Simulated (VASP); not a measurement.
ZnCSe3: single point with PBE

ZnCSe3:

```
Zn C Se
1.0
     4.56000    0.00000    0.00000
     0.00000    4.56000    0.00000
     0.00000    0.00000    4.56000
Zn C Se
1 1 3
Direct
  0.00000 0.00000 0.00000
  0.50000 0.50000 0.50000
  0.50000 0.50000 0.00000
  0.50000 0.00000 0.50000
  0.00000 0.50000 0.50000
```

The cell comes from a database or a generator and needn't be the stable form of this composition.

- Program: VASP 6.6.1
- Task: single point
- Functional: PBE
- Potentials or basis: VASP PAW PBE potentials, release 64 (Zn, C, Se)
- Cutoff: 520 eV
- k mesh: 4 × 4 × 4
- Occupations: gaussian, width 0.05 eV
- Spin: no spin polarisation

* Pressure: -3.9 GPa
* Band gap on the k mesh: none (metal or under the smearing width)

Levels at points of the mesh, in eV from the Fermi level:
| k point | band 13 | band 14 | band 15 | band 16 | band 17 | band 18 | band 19 | band 20 | band 21 | band 22 |
| --- | --- | --- | --- | --- | --- | --- | --- | --- | --- | --- |
| (0.00, 0.00, 0.00) | -1.10 | -1.05 | -1.05 | -1.05 | -0.87 | -0.87 | -0.87 | 5.95 | 5.95 | 6.09 |
| (0.50, 0.00, 0.00) | -2.42 | -2.42 | -1.63 | -0.65 | -0.65 | -0.53 | 0.51 | 2.95 | 3.72 | 5.54 |
| (0.50, 0.50, 0.00) | -2.51 | -1.95 | -1.95 | 0.02 | 0.09 | 0.09 | 0.73 | 1.17 | 1.39 | 3.38 |
| (0.50, 0.50, 0.50) | -2.20 | 0.05 | 0.05 | 0.05 | 0.09 | 0.09 | 1.19 | 1.19 | 1.19 | 2.08 |

It took 35 s on 1 thread of Intel(R) Xeon(R) Platinum 8259CL CPU @ 2.50GHz (Skylake/Cascade Lake), with other jobs on the host, peak memory 0.21 GiB.
